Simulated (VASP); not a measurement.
Here is the system:

```xyz
4
Lattice="4.0650 0.0000 0.0000 0.0000 4.0650 0.0000 0.0000 0.0000 4.0650" Properties=species:S:1:pos:R:3 pbc="T T T"
Sc     0.0000     0.0000     0.0000
Al     0.0000     2.0325     2.0325
Al     2.0325     0.0000     2.0325
Al     2.0325     2.0325     0.0000
```

Calculation: PBE GGA with D3 dispersion (zero damping), VASP's PBE PAW potentials (set 64) (plane waves; VASP). Numerical set-up: 520 eV cut-off, Gaussian smearing of 0.050 eV, potentials Sc_sv Al.

Q: Give the energies of bands 5 to 13 at the high-symmetry points, in eV from the Fermi level.

A: 
```
band       Γ      X      M      R
----  ------  -----  -----  -----
5     -10.10  -8.20  -6.79  -4.80
6      -2.61  -7.36  -5.64  -4.80
7      -2.61  -1.72  -5.64  -4.80
8      -1.80  -1.72  -4.38  -4.51
9      -1.80  -1.48  -0.52  -2.95
10     -1.80   0.99  -0.52  -2.95
11      1.28   1.05   1.23  -2.95
12      1.34   1.05   1.42   1.03
13      1.34   1.38   2.16   2.70
```

It has no gap at this level: it comes out as a metal or semimetal.

The compound is Al3Sc in the L1_2 structure. It was relaxed first.
